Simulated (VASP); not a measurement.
```
BN
1.0
    2.50565     0.00000     0.00000
   -1.25282     2.16996     0.00000
    0.00000     0.00000     6.89830
B N
2 2
Direct
  0.33333   0.66667   0.25000
  0.66667   0.33333   0.75000
  0.66667   0.33333   0.25000
  0.33333   0.66667   0.75000
```

Level of theory: PBEsol GGA, VASP's PBE PAW potentials (set 64) (plane waves; VASP 6.6.1). Run with 520 eV cut-off, 13×13×5 Γ-centred mesh, tetrahedra with Blöchl corrections, potentials B N.

Without a dispersion term in the relaxation, distances and binding between the weakly bound layers, chains or molecules are unreliable, and so is what depends on them.

Problem. Estimate the energy per atom (σ→0).

Solution. 
energy per atom (σ→0): -9.143 eV/atom

Total energies compare only between runs with the same potentials, cut-off and functional.

The structure was generated: BN was put into the layered h-BN type type (P6_3/mmc), which need not be its known phase. It was relaxed first.
